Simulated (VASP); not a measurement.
## Cu3O2 under changes of volume

One of the cells (12.268 Å³/atom); the others are scaled copies at fixed shape and fractional positions:

```
Cu O
1.0
    -2.03638    2.03638    3.69795
     2.03638   -2.03638    3.69795
     2.03638    2.03638   -3.69795
Cu O
3 2
Cartesian
  0.0000 0.0000 0.0000
  0.0000 2.0364 1.8490
  2.0364 0.0000 1.8490
  0.0000 2.0364 0.0000
  2.0364 0.0000 0.0000
```

The cell comes from a database or a generator and needn't be the stable form of this composition.

| Property | Result |
| --- | --- |
| Program | VASP 6.6.1 |
| Functional | PBEsol |
| Potentials or basis | VASP PAW PBE potentials, release 64 (Cu, O) |
| Cutoff | 520 eV |
| k mesh | 9 × 9 × 9 |
| Occupations | fermi-dirac, width 0.05 eV |
| Spin | no spin polarisation |

```tsv
volume (Å³/atom)	energy over the lowest point (meV/atom)	pressure (GPa)
11.306	3.01	3.5
11.546	0.00	0.2
11.787	1.75	-2.8
12.268	?	?
12.508	30.50	-9.9
12.749	46.46	-11.7
```

**Question.** What does the run at 12.268 Å³/atom give?

**Answer.** Energy over the lowest point 17.45 meV/atom; pressure -7.8 GPa.

Worked out: A Birch-Murnaghan fit of order 3 (a polynomial in V^(-2/3)) to the other rows has its minimum at 11.57 Å³/atom with B0 = V·E''(V) = 151 GPa and B' = 5.0 at fixed shape and positions, which overstates the stiffness. It gives 17.50 meV/atom at 12.268 Å³/atom, against the run's 17.45, and -dE/dV = -7.6 GPa, against -7.8.

Energies are extrapolated to zero smearing.

Caveats: the PAW data sets were made with another functional, which shifts forces and pressure a little; an odd number of electrons without spin polarisation forces a metal; a magnetic or distorted state may lie lower; the run has no spin polarisation, though such a crystal can be magnetic.
